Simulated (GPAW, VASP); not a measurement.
This is a calculation of GaGe for GPAW 26.7.0 (ASE script). The cell comes from a database or a generator and needn't be the stable form of this composition.

File run.py:

```python
from ase import Atoms
from ase.dft.bandgap import bandgap
from ase.io import write
from ase.units import GPa
from gpaw import GPAW, PW, setup_paths

setup_paths.insert(0, '.')

atoms = Atoms(['Ge', 'Ga'],
              cell=[[0.0, 2.897844, 2.897844],
                    [2.897844, 0.0, 2.897844],
                    [2.897844, 2.897844, 0.0]],
              scaled_positions=[[0.0, 0.0, 0.0],
                                [0.25, 0.25, 0.25]],
              pbc=True)

calc = GPAW(mode=PW(600),
            xc='PBEsol',
            kpts={'size': (8, 8, 8), 'gamma': True},
            occupations={'name': 'fermi-dirac', 'width': 0.05},
            nbands=11,
            convergence={'density': 1e-05, 'energy': 1e-05},
            maxiter=150,
            txt='gpaw.txt')
atoms.calc = calc
energy = atoms.get_potential_energy()
forces = atoms.get_forces()
stress = atoms.get_stress()
calc.write('gs.gpw')
write('result.traj', atoms)
print(f'Energy: {energy:.6f} eV')
print('Forces (eV/A):')
print(forces.round(4))
print('Stress (GPa):', (stress / GPa).round(3))
print('Fermi level:', round(calc.get_fermi_level(), 4), 'eV')
print(f'Gap: {bandgap(calc)[0]:.4f} eV, direct: {bandgap(calc, direct=True)[0]:.4f} eV')
```

Potentials or basis: PAW data sets generated in the run's folder for this functional, pw.

Command:

```console
$ gpaw-setup -f PBEsol Ga Ge
$ OMP_NUM_THREADS=1 python run.py
```

Task: What does the same run look like in VASP 6.6.1? Potentials or basis there: PBE PAW files Ga_d, Ge_d, 520 eV.

Result: As run (cutoffs and basis follow the program's own potentials, and thresholds, step limits or extra output files can differ):

File INCAR:

```
PREC = Accurate ; ENCUT = 520
EDIFF = 1E-7 ; ISMEAR = -1
SIGMA = 0.05 ; LREAL = F
LASPH = T ; NELM = 80
ALGO = Normal ; ISIF = 2
LWAVE = F ; LCHARG = F
GGA = PS ; NBANDS = 20
```

The input KPOINTS:

```
regular mesh
0
Gamma
  8 8 8
```

POSCAR

```
GaGe
1.0
    0.0000000000      2.8978440000      2.8978440000
    2.8978440000      0.0000000000      2.8978440000
    2.8978440000      2.8978440000      0.0000000000
Ge Ga
1 1
Direct
    0.0000000000      0.0000000000      0.0000000000
    0.2500000000      0.2500000000      0.2500000000
```

Potentials or basis: VASP PAW PBE potentials, release 64 (Ge_d, Ga_d).

Launch:

```bash
$ cat potpaw_PBE.64/Ge_d/POTCAR potpaw_PBE.64/Ga_d/POTCAR > POTCAR
$ mpirun -np 1 vasp_std > vasp.out
```

Both were run:

|  | GPAW | VASP |
| --- | --- | --- |
| Pressure | -1.8 GPa | -2.4 GPa |

The potentials hold 7 and 27 valence electrons a cell.

VASP's potentials were made for PBE.

Pressure is positive in compression.
